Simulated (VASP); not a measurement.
Level of theory: PBE GGA, VASP's PBE PAW potentials (set 64) (plane waves; VASP 6.6.1).

VASP input:

**INCAR**
```
SYSTEM = NiSb
PREC = Accurate; ENCUT = 480; LREAL = .False.
LASPH = .True.
EDIFF = 1E-7; NELM = 100; ALGO = Normal
LMAXMIX = 4
ISMEAR = 1; SIGMA = 0.1
GGA = PE
ISIF = 2
LWAVE = .False.; LCHARG = .False.
```

KPOINTS:
```
Automatic mesh
0
Gamma
8 8 6
0 0 0
```

File POSCAR:
```
NiSb
1.0
  1.9856443853  -3.4392371295   0.0000000000
  1.9856443853   3.4392371295   0.0000000000
  0.0000000000   0.0000000000   5.0064508885
Ni Sb
2 2
Cartesian
  0.0000000000   0.0000000000   2.5032254442
  0.0000000000   0.0000000000   0.0000000000
  1.9856443853   1.1464146693   1.2516127221
  1.9856443853  -1.1464146693   3.7548381664
```

POTCAR, in this order: Ni Sb (PBE.64 set). Program: vasp_std.

Output of the run:

File OSZICAR:
```
       N       E                     dE             d eps       ncg     rms          rms(c)
DAV:   1     0.163899040235E+03    0.16390E+03   -0.12029E+04  1520   0.152E+03
DAV:   2    -0.128311363581E+02   -0.17673E+03   -0.17202E+03  1526   0.314E+02
DAV:   3    -0.214293383143E+02   -0.85982E+01   -0.83013E+01  1771   0.843E+01
DAV:   4    -0.216782415308E+02   -0.24890E+00   -0.24583E+00  1721   0.134E+01
DAV:   5    -0.216860880905E+02   -0.78466E-02   -0.78388E-02  1850   0.252E+00    0.133E+01
DAV:   6    -0.242587069449E+02   -0.25726E+01   -0.34645E+01  1669   0.107E+02    0.171E+01
DAV:   7    -0.202767562368E+02    0.39820E+01   -0.13033E+01  1655   0.754E+01    0.395E+00
DAV:   8    -0.203356589412E+02   -0.58903E-01   -0.15851E+00  2070   0.115E+01    0.282E+00
DAV:   9    -0.202665027391E+02    0.69156E-01   -0.27247E-01  1728   0.933E+00    0.645E-01
DAV:  10    -0.202672239034E+02   -0.72116E-03   -0.91783E-03  1628   0.919E-01    0.492E-01
DAV:  11    -0.202668114412E+02    0.41246E-03   -0.76472E-04  1813   0.242E-01    0.155E-01
DAV:  12    -0.202666016671E+02    0.20977E-03   -0.72754E-04  2165   0.451E-01    0.394E-02
DAV:  13    -0.202666073827E+02   -0.57156E-05   -0.81454E-05  1601   0.683E-02    0.329E-02
DAV:  14    -0.202666059929E+02    0.13897E-05   -0.25635E-06  2295   0.171E-02    0.118E-02
DAV:  15    -0.202666059052E+02    0.87705E-07   -0.59067E-07  1583   0.606E-03
   1 F= -.20266606E+02 E0= -.20266482E+02  d E =-.371798E-03
```

OUTCAR:
```
------------------------ aborting loop because EDIFF is reached ----------------------------------------
  FORCE on cell =-STRESS in cart. coord.  units (eV):
  Direction    XX          YY          ZZ          XY          YZ          ZX
  --------------------------------------------------------------------------------------
  Total        1.1010049      1.1010050      2.7794526      0.0000000     -0.0000000      0.0000000
  in kB       25.7974214     25.7974240     65.1247853      0.0000000     -0.0000000      0.0000000
  external PRESSURE =      38.9065436 kB  Pullay stress =       0.0000000 kB
  volume of cell :       68.38
      direct lattice vectors                 reciprocal lattice vectors
     1.985644385 -3.439237129  0.000000000     0.251807425 -0.145381078  0.000000000
     1.985644385  3.439237129  0.000000000     0.251807425  0.145381078  0.000000000
     0.000000000  0.000000000  5.006450888     0.000000000  0.000000000  0.199742297
 POSITION                                       TOTAL-FORCE (eV/Angst)
 -----------------------------------------------------------------------------------
      0.00000      0.00000      2.50323        -0.000000      0.000000      0.000000
      0.00000      0.00000      0.00000        -0.000000      0.000000      0.000000
      1.98564      1.14641      1.25161        -0.000000      0.000000      0.000000
      1.98564     -1.14641      3.75484         0.000000      0.000000      0.000000
 -----------------------------------------------------------------------------------
    total drift:                                0.000000      0.000000      0.000000
  FREE ENERGIE OF THE ION-ELECTRON SYSTEM (eV)
  ---------------------------------------------------
  free  energy   TOTEN  =       -20.2666059052 eV

  energy  without entropy=      -20.2662341073  energy(sigma->0) =      -20.26648197
```
(Selected blocks of OUTCAR.)

The compound is NiSb in the NiAs type structure. This cell was strained or had an atom moved on purpose. The run is not spin-polarised, so no magnetic state was tried.
